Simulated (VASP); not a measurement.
All values below come from PBE GGA with D3 dispersion (zero damping), VASP's PBE PAW potentials (set 64) (plane waves; VASP).

VASP ran on this input.

INCAR:
```
# general
SYSTEM =Pt3Ti
PREC   =Accurate
ENCUT  =520
LREAL  =.FALSE.   # projection in real space or not
LASPH  =.TRUE.   # aspherical one-centre terms
ICHARG =11   # fixed density

# electronic loop
EDIFF  =1E-7
NELM   =100
ALGO   =Normal
LMAXMIX=6

# smearing
ISMEAR =0   # Gaussian
SIGMA  =0.05   # width (eV)

# functional
GGA    =PE   # PBE
IVDW   =11   # D3, zero damping

# output
LWAVE  =.FALSE.
LCHARG =.FALSE.
LORBIT =11
```

**KPOINTS**
```
k-points along high-symmetry lines
15
Line-mode
Reciprocal
  0.000000   0.000000   0.000000 ! GAMMA
  0.000000   0.500000   0.000000 ! X

  0.000000   0.500000   0.000000 ! X
  0.500000   0.500000   0.000000 ! M

  0.500000   0.500000   0.000000 ! M
  0.000000   0.000000   0.000000 ! GAMMA

  0.000000   0.000000   0.000000 ! GAMMA
  0.500000   0.500000   0.500000 ! R

  0.500000   0.500000   0.500000 ! R
  0.000000   0.500000   0.000000 ! X

  0.500000   0.500000   0.500000 ! R
  0.500000   0.500000   0.000000 ! M
```

### POSCAR
```
Pt3Ti
1
    3.8951547026     0.0000000000     0.0000000000
    0.0000000000     3.8951547026     0.0000000000
    0.0000000000     0.0000000000     3.8951547026
Ti Pt
1 3
Direct
  0.0000000000   0.0000000000   0.0000000000
  0.0000000000   0.5000000000   0.5000000000
  0.5000000000   0.0000000000   0.5000000000
  0.5000000000   0.5000000000   0.0000000000
```

POTCAR, in this order: Ti_sv Pt (PBE.64 set). Program: vasp_std. Read from the step before: CHGCAR.

Output of the run:

File OUTCAR:
```
 ion  position               nearest neighbor table
   1  0.000  0.000  0.000-   2 2.75   3 2.75   4 2.75   2 2.75   3 2.75   2 2.75   4 2.75   2 2.75
                             3 2.75   4 2.75   3 2.75   4 2.75
   2  0.000  0.500  0.500-   1 2.75   3 2.75   4 2.75   1 2.75   4 2.75   1 2.75   3 2.75   1 2.75
                             3 2.75   4 2.75   4 2.75   3 2.75
   3  0.500  0.000  0.500-   1 2.75   2 2.75   4 2.75   1 2.75   4 2.75   2 2.75   4 2.75   4 2.75
                             1 2.75   2 2.75   1 2.75   2 2.75
   4  0.500  0.500  0.000-   1 2.75   2 2.75   3 2.75   2 2.75   3 2.75   1 2.75   3 2.75   3 2.75
                             1 2.75   2 2.75   2 2.75   1 2.75
  LATTYP: Found a simple cubic cell.
 ALAT       =     3.8951547026
 Subroutine PRICEL returns:
 Original cell was already a primitive cell.
 Subroutine GETGRP returns: Found 48 space group operations
The static configuration has the point symmetry O_h .
The dynamic configuration has the point symmetry O_h .
 Subroutine INISYM returns: Found 48 space group operations
   k-points           NKPTS =     90   k-points in BZ     NKDIM =     90   number of bands    NBANDS=     25
   number of dos      NEDOS =    301   number of ions     NIONS =      4
   total plane-waves  NPLWV =  27000
   dimension x,y,z NGX =    30 NGY =   30 NGZ =   30
   dimension x,y,z NGXF=    60 NGYF=   60 NGZF=   60
   ions per type =               1   3
   PREC   = accura    normal or accurate (medium, high low for compatibility)
   ISTART =      0    job   : 0-new  1-cont  2-samecut
   ICHARG =     11    charge: 1-file 2-atom 10-const
   ISPIN  =      1    spin polarized calculation?
   LNONCOLLINEAR =      F non collinear calculations
   LSORBIT =      F    spin-orbit coupling
   INIWAV =      1    electr: 0-lowe 1-rand  2-diag
   ENCUT  =  520.0 eV  38.22 Ry    6.18 a.u.   7.24  7.24  7.24*2*pi/ulx,y,z
   NELM   =    100;   NELMIN=  2; NELMDL= -5     # of ELM steps
   EDIFF  = 0.1E-06   stopping-criterion for ELM
   LREAL  =      F    real-space projection
   NLSPLINE    = F    spline interpolate recip. space projectors
   LMAXMIX     =    6 max onsite mixed and CHGCAR
   VOSKOWN=      0    Vosko Wilk Nusair interpolation
   EDIFFG = 0.1E-05   stopping-criterion for IOM
   NSW    =      0    number of steps for IOM
   NBLOCK =      1;   KBLOCK =      1    inner block; outer block
   IBRION =     -1    ionic relax: 0-MD 1-quasi-New 2-CG
   NFREE  =      0    steps in history (QN), initial steepest desc. (CG)
   ISIF   =      2    stress and relaxation
   ISYM   =      2    0-nonsym 1-usesym 2-fastsym
   TEIN   =    0.0    initial temperature
   TEBEG  =    0.0;   TEEND  =   0.0 temperature during run
   SMASS  =  -3.00    Nose mass-parameter (am)
   PSTRESS=    0.0 pullay stress
   NELECT =      42.0000    total number of electrons
   EFERMI =   0.00;   METHOD = LEGACY
   ISMEAR =     0;   SIGMA  =   0.05  broadening in eV -4-tet -1-fermi 0-gaus
   IALGO  =     38    algorithm
   LDIAG  =      T    sub-space diagonalisation (order eigenvalues)
   IMIX   =      4    mixing-type and parameters
     AMIX     =   0.40;   BMIX     =  1.00
     AMIX_MAG =   1.60;   BMIX_MAG =  1.00
     AMIN     =   0.10
   GGA     = PE    functional components
   VOSKOWN =     0    Vosko Wilk Nusair interpolation
   LHFCALC =     F    Hartree Fock is set to
   LHFONE  =     F    Hartree Fock one center treatment
   AEXX    =    0.0000 exact exchange contribution
   IVDW    =    11    specifies the selected vdW correction
   LEPSILON=     F    determine dielectric tensor
   LRPA    =     F    only Hartree local field effects (RPA)
  energy-cutoff  :      520.00
  volume of cell :       59.10
      direct lattice vectors                 reciprocal lattice vectors
     3.895154703  0.000000000  0.000000000     0.256729213  0.000000000  0.000000000
     0.000000000  3.895154703  0.000000000     0.000000000  0.256729213  0.000000000
     0.000000000  0.000000000  3.895154703     0.000000000  0.000000000  0.256729213
 k-point     1 :   0.0000 0.0000 0.0000  plane waves:    1575
 k-point     2 :   0.0000 0.0357 0.0000  plane waves:    1575
 k-point     3 :   0.0000 0.0714 0.0000  plane waves:    1587
 k-point     4 :   0.0000 0.1071 0.0000  plane waves:    1583
...
```

**OSZICAR**
```
       N       E                     dE             d eps       ncg     rms          rms(c)
DAV:   1     0.376206066854E+03    0.37621E+03   -0.21874E+04  4500   0.183E+03
DAV:   2     0.407685169178E+01   -0.37213E+03   -0.36445E+03  4969   0.449E+02
DAV:   3    -0.259097135407E+02   -0.29987E+02   -0.28826E+02  6976   0.107E+02
DAV:   4    -0.270529813227E+02   -0.11433E+01   -0.11152E+01  5293   0.201E+01
DAV:   5    -0.270946076381E+02   -0.41626E-01   -0.41509E-01  6578   0.379E+00
DAV:   6    -0.270954442746E+02   -0.83664E-03   -0.83620E-03  5737   0.451E-01
DAV:   7    -0.270954681622E+02   -0.23888E-04   -0.23872E-04  6726   0.641E-02
DAV:   8    -0.270954690784E+02   -0.91617E-06   -0.91741E-06  5514   0.729E-03
DAV:   9    -0.270954690917E+02   -0.13359E-07   -0.14145E-07  4207   0.103E-03
   1 F= -.30188574E+02 E0= -.30184017E+02  d E =-.911504E-02
```

File OUTCAR:
```
 val. band max:       11.9277707518   @ k =   0.1429   0.5000   0.1429

 cond. band min:      11.9291055604   @ k =   0.0357   0.0357   0.0000



 k-point     1 :       0.0000    0.0000    0.0000
  band No.  band energies     occupation
      1     -46.3124      2.00000
      2     -22.5310      2.00000
      3     -22.5310      2.00000
      4     -22.5310      2.00000
      5       1.6561      2.00000
      6       4.4533      2.00000
      7       4.8154      2.00000
      8       4.8154      2.00000
      9       5.1267      2.00000
     10       5.1267      2.00000
     11       5.1267      2.00000
     12       8.2589      2.00000
     13       8.2589      2.00000
     14       8.2589      2.00000
     15      10.2062      2.00000
     16      10.2062      2.00000
     17      11.3687      2.00000
     18      11.9490      0.56711
     19      11.9490      0.56710
     20      11.9490      0.56710
     21      13.2836      0.00000
     22      13.2836      0.00000
     23      13.4851      0.00000
     24      13.4851      0.00000
     25      13.4854      0.00000

 k-point     2 :       0.0000    0.0357    0.0000
  band No.  band energies     occupation
      1     -46.3124      2.00000
      2     -22.5313      2.00000
      3     -22.5310      2.00000
      4     -22.5310      2.00000
      5       1.6733      2.00000
      6       4.4643      2.00000
      7       4.8218      2.00000
      8       4.8298      2.00000
      9       5.1330      2.00000
     10       5.1372      2.00000
     11       5.1372      2.00000
     12       8.2482      2.00000
     13       8.2643      2.00000
     14       8.2643      2.00000
     15      10.1913      2.00000
     16      10.2086      2.00000
     17      11.3530      2.00000
     18      11.8540      1.96554
     19      11.8540      1.96554
     20      11.9490      0.56625
     21      13.2025      0.00000
     22      13.2751      0.00000
     23      13.4166      0.00000
     24      13.4166      0.00000
...
```

The density is held fixed in this step, so its total energy and stress have no physical meaning. Unless said otherwise, spin-orbit coupling is left out, though it shifts the bands of the heavy elements here.

The compound is Pt3Ti in the L1_2 structure. It was relaxed first.
